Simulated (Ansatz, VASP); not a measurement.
## CoO in two plane-wave programs

Wanted: the spread between two codes on one cell, functional and k mesh. The cell comes out of the VASP series on this material, whose earlier steps may have relaxed, scaled or displaced it; both programs get it as it stands.

Program: Ansatz 0.2.0. Level of theory: plane waves, with VASP 6.6.1 beside it; relaxation of cell and atoms at r2SCAN, DFT+U. Results are calculated unless marked as measured.

In doubt: on Fe and Co compounds r2SCAN can change the orbital order between nearby geometries, unless the shell is half filled, which bears on forces and vibrations.

### 1. Starting point

The structure is cubic, space group Fm-3m (No. 225). The conventional cell has a = 4.207 Å, b = 4.207 Å, c = 4.207 Å, α = 90.00°, β = 90.00°, γ = 90.00°. Co has 6 O at 2.10 Å nearest. Nearest to O lie 6 Co at 2.10 Å. Farther neighbours and most contacts between anions are not listed.

Coordinates:

```xyz
2
Lattice="0.0000 2.1034 2.1034 2.1034 0.0000 2.1034 2.1034 2.1034 0.0000" Properties=species:S:1:pos:R:3 pbc="T T T"
Co    0.0000    0.0000    0.0000
O     2.1034    2.1034    2.1034
```

### 2. VASP: relaxation of cell and atoms, r2SCAN, DFT+U

The relaxed volume is the usual yardstick between codes: its relative difference is about their pressure difference at one cell divided by the bulk modulus.

Lines of VASP's logs that name or quote its potential files are left out, and so is its time.

INCAR reads:

```
SYSTEM = CoO
PREC = Accurate
ENCUT = 520
EDIFF = 1E-07
NELM = 100
ISMEAR = 1
SIGMA = 0.15
LREAL = .FALSE.
ALGO = Normal
METAGGA = R2SCAN
LASPH = .TRUE.
NBANDS = 14
ISPIN = 2
MAGMOM = 2 0
LDAU = .TRUE.
LDAUTYPE = 2
LDAUL = 2 -1
LDAUU = 3.32 0
LDAUJ = 0 0
LDAUPRINT = 1
LMAXMIX = 4
LORBIT = 11
LWAVE = .FALSE.
LCHARG = .FALSE.
KPAR = 4
IBRION = 2
NSW = 50
ISIF = 3
EDIFFG = -0.002
```

POSCAR reads:

```
CoO
1.0
    0.0000000000      2.1034476376      2.1034476376
    2.1034476376      0.0000000000      2.1034476376
    2.1034476376      2.1034476376      0.0000000000
Co O
1 1
Direct
    0.0000000000      0.0000000000      0.0000000000
    0.5000000000      0.5000000000      0.5000000000
```

KPOINTS reads:

```
Automatic mesh
0
Gamma
18 18 18
0 0 0
```

The projector-augmented-wave data sets are Co and O (PBE family, release 64).

Command:

```
$ mpirun -np 4 vasp_std
```

Numbers of over 12 decimals in the logs are rounded to 6 here.

The program printed:

```text
[banner, memory and clock lines left out]
running    4 mpi-ranks, on    1 nodes
 distrk:  each k-point on    1 cores,    4 groups
 distr:  one band on    1 cores,    1 groups

 POSCAR found type information on POSCAR CoO
 POSCAR found :  2 types and       2 ions
|                                                                             |
|               ----> ADVICE to this user running VASP <----                  |
|                                                                             |
|     You enforced a specific xc type in the INCAR file but a different       |
|     [... a line on the potential file left out ...]
|     I HOPE YOU KNOW WHAT YOU ARE DOING!                                     |
|                                                                             |

 LDA part: xc-table for (None), standard interpolation
 POSCAR, INCAR and KPOINTS ok, starting setup
 FFT: planning ... GRIDC
 FFT: planning ... GRID_SOFT
 FFT: planning ... GRID
 WAVECAR not read
 entering main loop
       N       E                     dE             d eps       ncg     rms          rms(c)
DAV:   1     0.731021793604E+02    0.73102E+02   -0.71793E+03 11152   0.128E+03
DAV:   2    -0.190478472576E+02   -0.92150E+02   -0.80702E+02 12432   0.263E+02
DAV:   3    -0.241106039502E+02   -0.50628E+01   -0.49923E+01 11904   0.711E+01
DAV:   4    -0.241743587877E+02   -0.63755E-01   -0.63724E-01 13298   0.750E+00
DAV:   5    -0.241761593533E+02   -0.18006E-02   -0.18005E-02 12736   0.125E+00    0.183E+01
DAV:   6    -0.193384596068E+02    0.48377E+01   -0.22256E+01 11910   0.941E+01    0.221E+01
DAV:   7    -0.192961139832E+02    0.42346E-01   -0.20898E+00 12374   0.381E+01    0.106E+01
DAV:   8    -0.193652405589E+02   -0.69127E-01   -0.27316E-01 13088   0.736E+00    0.547E+00
DAV:   9    -0.194105335818E+02   -0.45293E-01   -0.54726E-02 15054   0.325E+00    0.563E-01
DAV:  10    -0.194119725338E+02   -0.14390E-02   -0.20451E-02 12684   0.230E+00    0.229E-01
DAV:  11    -0.194123274046E+02   -0.35487E-03   -0.27762E-03 14702   0.800E-01    0.849E-02
DAV:  12    -0.194124446254E+02   -0.11722E-03   -0.19661E-04 11770   0.194E-01    0.402E-02
DAV:  13    -0.194124743404E+02   -0.29715E-04   -0.37629E-05 12604   0.653E-02    0.277E-02
DAV:  14    -0.194124908780E+02   -0.16538E-04   -0.22203E-05 13578   0.756E-02    0.600E-03
DAV:  15    -0.194124911488E+02   -0.27077E-06   -0.13150E-06 11880   0.127E-02    0.162E-03
DAV:  16    -0.194124911058E+02    0.43027E-07   -0.62203E-08  6366   0.242E-03
   1 F= -.19412491E+02 E0= -.19410101E+02  d E =-.194125E+02  mag=     3.0000
 curvature:   0.00 expect dE= 0.000E+00 dE for cont linesearch  0.000E+00
 trial: gam= 0.00000 g(F)=  0.732E-60 g(S)=  0.139E-07 ort = 0.000E+00 (trialstep = 0.100E+01)
 search vector abs. value=  0.140E-07
 reached required accuracy - stopping structural energy minimisation
```

From OUTCAR (step 2):

```text
ion  position               nearest neighbor table
   1  0.000  0.000  0.000-   2 2.10   2 2.10   2 2.10   2 2.10   2 2.10   2 2.10
   2  0.500  0.500  0.500-   1 2.10   1 2.10   1 2.10   1 2.10   1 2.10   1 2.10

  LATTYP: Found a face centered cubic cell.
 ALAT       =     4.2068952752

 Subroutine GETGRP returns: Found 48 space group operations
 (whereof 48 operations were pure point group operations)

The static configuration has the point symmetry O_h .

 Found    195 irreducible k-points:

   k-points           NKPTS =    195   k-points in BZ     NKDIM =    195   number of bands    NBANDS=     14

   dimension x,y,z NGX =    24 NGY =   24 NGZ =   24
   dimension x,y,z NGXF=    48 NGYF=   48 NGZF=   48

   ENCUT  =  520.0 eV  38.22 Ry    6.18 a.u.   5.53  5.53  5.53*2*pi/ulx,y,z

   NELECT =      15.0000    total number of electrons

 k-points in reciprocal lattice and weights: Automatic mesh
   0.00000000  0.00000000  0.00000000       0.000
   0.05555556  0.00000000  0.00000000       0.001
   0.11111111  0.00000000  0.00000000       0.001
   0.16666667  0.00000000  0.00000000       0.001
   0.22222222  0.00000000  0.00000000       0.001
   0.27777778  0.00000000  0.00000000       0.001
   0.33333333  0.00000000  0.00000000       0.001
   0.38888889  0.00000000  0.00000000       0.001
   0.44444444  0.00000000  0.00000000       0.001
[...]
-0.27777778  0.44444444  0.22222222       0.004
  -0.27777778  0.50000000  0.22222222       0.002

atom =   1  type =  1  l = 2

 onsite density matrix

spin component  1

  0.9715  0.0000 -0.0000  0.0000 -0.0000
  0.0000  0.9715 -0.0000 -0.0000  0.0000
 -0.0000 -0.0000  1.0192  0.0000  0.0000
  0.0000 -0.0000  0.0000  0.9715  0.0000
 -0.0000  0.0000  0.0000  0.0000  1.0192

spin component  2

  0.6575 -0.0000 -0.0000 -0.0000 -0.0000
 -0.0000  0.6575 -0.0000 -0.0000  0.0000
 -0.0000 -0.0000  0.1213 -0.0000 -0.0000
 -0.0000 -0.0000 -0.0000  0.6575 -0.0000
 -0.0000  0.0000 -0.0000 -0.0000  0.1213

 occupancies and eigenvectors

  o =  0.1213  v =  0.0000  0.0000  0.0000  0.0000  0.0000  0.0000  0.0000 -0.0028 -0.0000 -1.0000      0.0000  0.0000  0.0000  0.0000  0.0000  0.0000  0.0000  0.0000  0.0000  0.0000
  o =  0.1213  v =  0.0000  0.0000  0.0000  0.0000  0.0000  0.0000 -0.0000 -1.0000  0.0000  0.0028      0.0000  0.0000  0.0000  0.0000  0.0000  0.0000  0.0000  0.0000  0.0000  0.0000
  o =  0.6575  v =  0.0000  0.0000  0.0000  0.0000  0.0000  1.0000  0.0000  0.0000  0.0000  0.0000      0.0000  0.0000  0.0000  0.0000  0.0000  0.0000  0.0000  0.0000  0.0000  0.0000
  o =  0.6575  v =  0.0000  0.0000  0.0000  0.0000  0.0000  0.0000  0.6755 -0.0000  0.7373  0.0000      0.0000  0.0000  0.0000  0.0000  0.0000  0.0000  0.0000  0.0000  0.0000  0.0000
  o =  0.6575  v =  0.0000  0.0000  0.0000  0.0000  0.0000  0.0000  0.7373 -0.0000 -0.6755  0.0000      0.0000  0.0000  0.0000  0.0000  0.0000  0.0000  0.0000  0.0000  0.0000  0.0000
  o =  0.9715  v =  0.0000 -0.8330  0.0000 -0.5533  0.0000  0.0000  0.0000  0.0000  0.0000  0.0000      0.0000  0.0000  0.0000  0.0000  0.0000  0.0000  0.0000  0.0000  0.0000  0.0000
  o =  0.9715  v =  1.0000  0.0000  0.0000  0.0000  0.0000  0.0000  0.0000  0.0000  0.0000  0.0000      0.0000  0.0000  0.0000  0.0000  0.0000  0.0000  0.0000  0.0000  0.0000  0.0000
  o =  0.9715  v =  0.0000  0.5533 -0.0000 -0.8330  0.0000  0.0000  0.0000  0.0000  0.0000  0.0000      0.0000  0.0000  0.0000  0.0000  0.0000  0.0000  0.0000  0.0000  0.0000  0.0000
  o =  1.0192  v =  0.0000 -0.0000 -0.9999  0.0000 -0.0132  0.0000  0.0000  0.0000  0.0000  0.0000      0.0000  0.0000  0.0000  0.0000  0.0000  0.0000  0.0000  0.0000  0.0000  0.0000
  o =  1.0192  v =  0.0000 -0.0000 -0.0132  0.0000  0.9999  0.0000  0.0000  0.0000  0.0000  0.0000      0.0000  0.0000  0.0000  0.0000  0.0000  0.0000  0.0000  0.0000  0.0000  0.0000

 average (electrostatic) potential at core
       1 -85.5621       2 -70.9823

 E-fermi :   7.7998

 spin component 1
 k-point     1 :       0.0000    0.0000    0.0000
  band No.  band energies     occupation
    ...
      5       3.0901      1.00000
      6       3.0901      1.00000
      7       5.0025      1.00000
      8       5.0025      1.00000
      9       5.0025      1.00000
     10       9.9574     -0.00000
     11      26.0029      0.00000
     12      26.2690      0.00000
     13      26.2690      0.00000
     14      26.2691      0.00000

 k-point     2 :       0.0556    0.0000    0.0000
  band No.  band energies     occupation
    ...
      5       3.0935      1.00000
      6       3.0936      1.00000
      7       4.8630      1.00000
      8       5.1227      1.00000
      9       5.1227      1.00000
     10      10.1911     -0.00000
     11      24.7174      0.00000
     12      26.2441      0.00000
     13      26.2442      0.00000
     14      27.4297      0.00000

 k-point     3 :       0.1111    0.0000    0.0000
  band No.  band energies     occupation
    ...
      5       3.1280      1.00000
      6       3.1281      1.00000
      7       4.5904      1.00000
      8       5.4236      1.00000
      9       5.4236      1.00000
     10      10.7857     -0.00000
     11      23.3289      0.00000
     12      26.1011      0.00000
     13      26.1011      0.00000
     14      28.3277      0.00000

 k-point     4 :       0.1667    0.0000    0.0000
  band No.  band energies     occupation
    ...
      5       3.2043      1.00000
      6       3.2043      1.00000
      7       4.4099      1.00000
      8       5.8062      1.00000
      9       5.8063      1.00000
     10      11.5529      0.00000
     11      22.0303      0.00000
     12      25.6958      0.00000
     13      25.6959      0.00000
     14      28.7317      0.00000

 k-point     5 :       0.2222    0.0000    0.0000
  band No.  band energies     occupation
    ...
      5       3.3094      1.00000
      6       3.3094      1.00000
      7       4.3727      1.00000
      8       6.2031      1.00000
      9       6.2031      1.00000
     10      12.3444      0.00000
     11      20.8798      0.00000
     12      25.0366      0.00000
     13      25.0367      0.00000
     14      28.8592      0.00000

 k-point     6 :       0.2778    0.0000    0.0000
  band No.  band energies     occupation
    ...
      5       3.4272      1.00000
      6       3.4272      1.00000
      7       4.4276      1.00000
      8       6.5732      1.00000
      9       6.5732      1.00000
     10      13.0476      0.00000
     11      19.9385      0.00000
     12      24.3007      0.00000
     13      24.3008      0.00000
     14      28.9154      0.00000

  Total        0.0004377      0.0004377      0.0004377      0.0000000      0.0000000      0.0000000
  in kB        0.0376759      0.0376759      0.0376759      0.0000000      0.0000000      0.0000000
  external PRESSURE =       0.0376759 kB  Pullay stress =       0.0000000 kB

  energy-cutoff  :      520.00
  volume of cell :       18.61
      direct lattice vectors                 reciprocal lattice vectors
     0.000000000  2.103447638  2.103447638    -0.237704990  0.237704990  0.237704990
     2.103447638  0.000000000  2.103447638     0.237704990 -0.237704990  0.237704990
     2.103447638  2.103447638  0.000000000     0.237704990  0.237704990 -0.237704990

 POSITION                                       TOTAL-FORCE (eV/Angst)
 -----------------------------------------------------------------------------------
      0.00000      0.00000      0.00000         0.000000     -0.000000     -0.000000
      2.10345      2.10345      2.10345        -0.000000      0.000000      0.000000
 -----------------------------------------------------------------------------------
    total drift:                                0.000000     -0.000000     -0.000000

  FREE ENERGIE OF THE ION-ELECTRON SYSTEM (eV)
  ---------------------------------------------------
  free  energy   TOTEN  =       -19.4124911058 eV

  energy  without entropy=      -19.4053211859  energy(sigma->0) =      -19.41010113

 reached required accuracy - stopping structural energy minimisation

 total charge
# of ion       s       p       d       tot
------------------------------------------
    1        0.308   0.396   7.143   7.848
    2        1.555   3.509   0.000   5.064
--------------------------------------------------
tot          1.864   3.905   7.143  12.912

 magnetization (x)
# of ion       s       p       d       tot
------------------------------------------
    1        0.025   0.022   2.737   2.784
    2        0.023   0.210   0.000   0.233
--------------------------------------------------
tot          0.049   0.231   2.737   3.017

[... 6 further parts left out ...]
```

CONTCAR:

```
CoO
   1.00000000000000
     0.0000000000000000    2.1034476376000000    2.1034476376000000
     2.1034476376000000    0.0000000000000000    2.1034476376000000
     2.1034476376000000    2.1034476376000000    0.0000000000000000
  Co              O
     1     1
Direct
     0.0000000000000000    0.0000000000000000    0.0000000000000000
     0.5000000000000000    0.5000000000000000    0.5000000000000000
```

The cell holds one magnetic atom, so no antiferromagnetic order fits into it. The run keeps the 48 symmetry operations of its start, so it cannot find a distortion of lower symmetry.

[end of part 1 of 2]

[Lines on the potential files, build, host, timing and source positions are cut from VASP's logs without a mark.]

[Logs are printed without paths, hosts, clocks, repeated set-up lines and the standing remarks that a program may print on its own settings, such as how far it seeks lower states.]

[Hosts, paths, dates, database ids (printed as entryN), source tags and the programs' standing remarks are cut or masked in the printed files.]
